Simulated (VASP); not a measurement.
Data:

```
CELL_PARAMETERS angstrom
      2.97669     0.00000     0.00000
      0.00000     2.97669     0.00000
      0.00000     0.00000     2.97669
ATOMIC_POSITIONS crystal
  Al 0.50000 0.50000 0.50000
  Ru 0.00000 0.00000 0.00000
```

All values below come from PBEsol GGA, VASP's PBE PAW potentials (set 64) (plane waves; VASP). Run with PREC = Normal, EDIFF = 1E-5, 400 eV cut-off, 14×14×14 Γ-centred mesh, first-order Methfessel-Paxton smearing of 0.10 eV, potentials Al Ru_pv.

Task: Estimate the energy per atom (σ→0), band gap (on the k-mesh) with the smallest direct gap where there is one.

Result: 
band gap (on the k-mesh): none (metal, semimetal or under 0.01 eV)
energy per atom (σ→0): -7.756 eV/atom

The absolute energy has meaning only against runs of the same code, potentials and settings.

The compound is RuAl in the CsCl type structure. It was relaxed first. The electron count is odd and the run is not spin-polarised, which forces a metal.
